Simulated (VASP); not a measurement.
Runs of VASP 6.6.1 on CdF. Symmetry: Fm-3m, No. 225, cubic system. The conventional cell has a = 5.062 Å, b = 5.062 Å, c = 5.062 Å, α = 90.00°, β = 90.00°, γ = 90.00°. Cd (site symmetry m-3m) has 6 F at 2.53 Å as nearest neighbours. F (site symmetry m-3m) is surrounded by 6 Cd at 2.53 Å. The cell was built by a generator and needn't be a form met in nature.

| task | level | potentials or basis | cell | k mesh | cutoff (eV) | smearing | grid for exact exchange (PRECFOCK) | exchange at q = 0 | mesh quality | gap on the mesh (eV) | pressure (GPa) | relaxed volume (Å³/atom) |
| --- | --- | --- | --- | --- | --- | --- | --- | --- | --- | --- | --- | --- |
| relaxation of cell and atoms | revTPSS | VASP PAW PBE potentials, release 64 (Cd, F) | relaxed | 9 × 9 × 9 | 600 | gaussian 0.05 eV | - | - | not flagged | none | -0.1 | 16.30 |
| relaxation of cell and atoms | TPSSh | VASP PAW PBE potentials, release 64 (Cd, F) | relaxed | 5 × 5 × 5 | 600 | gaussian 0.05 eV | Fast | default | coarse | none | 0.0 | (a) |
| relaxation of the atoms | LDA | VASP PAW LDA potentials, release 64 (Cd, F) | atoms relaxed | 9 × 9 × 9 | 520 | gaussian 0.05 eV | - | - | not flagged | none | -3.5 | - |
| relaxation of cell and atoms | PBE | VASP PAW PBE potentials, release 64 (Cd, F) | relaxed | 9 × 9 × 9 | 600 | gaussian 0.05 eV | - | - | not flagged | none | -0.1 | 17.38 |
| relaxation of cell and atoms | r2SCAN | VASP PAW PBE potentials, release 64 (Cd, F) | relaxed | 9 × 9 × 9 | 600 | gaussian 0.05 eV | - | - | not flagged | none | -0.1 | 16.50 |
| single point | PBE | VASP PAW PBE potentials, release 64 (Cd, F) | as given | 9 × 9 × 9 | 520 | fermi-dirac 0.05 eV | - | - | not flagged | none | 4.6 | - |
| relaxation of cell and atoms | r2SCAN+D3(BJ) | VASP PAW PBE potentials, release 64 (Cd, F) | relaxed | 9 × 9 × 9 | 600 | gaussian 0.05 eV | - | - | not flagged | none | 0.0 | (b) |

Alike in all rows: no spin polarisation.

Task: Fill in the values left out.

Result: (a) 16.40; (b) 16.26.

Caveats: some runs use coarse meshes; an odd number of electrons without spin polarisation forces a metal; a magnetic or distorted state may lie lower; the PAW data sets were made with another functional, which shifts forces and pressure a little (some runs); pairwise dispersion overbinds metals, which lowers pressure and volume (some runs).

A k mesh can miss the band edges, and the runs leave out spin-orbit coupling on Cd.

A gap of «none» marks a metal or a gap under the smearing width.

Not every run made on this cell is shown here.
